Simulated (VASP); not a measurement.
The system is HfZrSe3.

```xyz
10
Lattice="6.7638 0.0000 0.0000 0.0000 6.7638 0.0000 0.0000 0.0000 4.8892" Properties=species:S:1:pos:R:3 pbc="T T T"
Zr    0.0000    3.3819    2.4446
Zr    3.3819    0.0000    2.4446
Hf    0.0000    0.0000    0.0000
Hf    3.3819    3.3819    0.0000
Se    4.7118    1.3299    0.0000
Se    5.4338    4.7118    0.0000
Se    1.3299    2.0520    0.0000
Se    2.0520    5.4338    0.0000
Se    0.0000    0.0000    2.4446
Se    3.3819    3.3819    2.4446
```

The cell was built by a generator and needn't be a form met in nature.

```yaml
Program: VASP 6.6.1
Task: relaxation of cell and atoms
Functional: PBE
Potentials_or_basis: VASP PAW PBE potentials, release 64 (Zr_sv, Hf_pv, Se)
Cutoff: 520 eV
k_mesh: 2 × 2 × 3
Occupations: gaussian, width 0.15 eV
Spin: no spin polarisation
```

At the start: pressure 12.6 GPa; volume 22.37 Å³/atom.

Question: Where does the relaxation end?

Answer: Over 11 steps the energy falls by 298.2 meV/atom and the volume is 24.47 Å³/atom (+9.4 %); space group P4/mbm (No. 127, to 0.05 Å).

Step by step:
| step | energy change (eV) | largest force (eV/Å) | pressure (GPa) | volume (Å³) |
| --- | --- | --- | --- | --- |
| 1 | 0.0000 | 2.1279 | 12.63 | 223.67 |
| 2 | -0.8076 | 1.0880 | -7.60 | 285.71 |
| 3 | -1.4490 | 1.4630 | -1.75 | 257.94 |
| 4 | -1.9070 | 1.3346 | -1.46 | 255.29 |
| 5 | -2.5648 | 0.3502 | 1.27 | 247.29 |
| 6 | -2.7640 | 0.0544 | 0.32 | 247.77 |
| 7 | -2.8448 | 0.5099 | -0.76 | 248.40 |
| 8 | -2.8477 | 0.3831 | -0.59 | 248.29 |
| 9 | -2.9271 | 0.2455 | -0.61 | 246.99 |
| 10 | -2.9815 | 0.0653 | -0.36 | 244.48 |
| 11 | -2.9819 | 0.0421 | -0.39 | 244.68 |

Final structure:
```
Zr Hf Se
1.0
     6.95570    0.00000    0.00000
     0.00000    6.95570    0.00000
     0.00000    0.00000    5.05718
Zr Hf Se
2 2 6
Direct
  0.00000 0.50000 0.50000
  0.50000 0.00000 0.50000
  0.00000 0.00000 0.00000
  0.50000 0.50000 0.00000
  0.65315 0.15315 0.00000
  0.84685 0.65315 0.00000
  0.15315 0.34685 0.00000
  0.34685 0.84685 0.00000
  0.00000 0.00000 0.50000
  0.50000 0.50000 0.50000
```

Caveat: the k mesh is coarse (spacing up to 0.46 Å⁻¹), so the values aren't converged.
